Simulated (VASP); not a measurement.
Mn (relaxed from the omega structure, space group P6/mmm): computed properties

Level of theory: PBEsol GGA, VASP's PBE PAW potentials (set 64) (plane waves; VASP 6.6.1).

For Mn, the space group is P6/mmm (191) and the cell is a = 3.8476 Å, b = 3.8476 Å, c = 2.4156 Å, α = 90.00°, β = 90.00°, γ = 120.00°. The volume per atom is 10.32 Å³/atom. The band gap (over mesh and band path) is none (metal, semimetal or under 0.01 eV) and the cell moment comes out as 0.00 μB. The density is 8.84 g/cm³.

```cif
data_Mn3
_chemical_formula_sum 'Mn3'
_space_group_name_H-M_alt 'P 1'
_space_group_IT_number 1
_cell_length_a 3.84765
_cell_length_b 3.84765
_cell_length_c 2.41564
_cell_angle_alpha 90.000
_cell_angle_beta 90.000
_cell_angle_gamma 120.000
loop_
_space_group_symop_operation_xyz
  'x, y, z'
loop_
_atom_site_label
_atom_site_type_symbol
_atom_site_fract_x
_atom_site_fract_y
_atom_site_fract_z
_atom_site_occupancy
Mn1 Mn 0.00000 0.00000 0.00000 1
Mn2 Mn 0.33333 0.66667 0.50000 1
Mn3 Mn 0.66667 0.33333 0.50000 1
```

The structure was generated: Mn was put into the omega type (P6/mmm), which need not be its known phase. It was relaxed first, which changed the volume by -9 %. Symmetry was kept, so distortions that lower it aren't found.
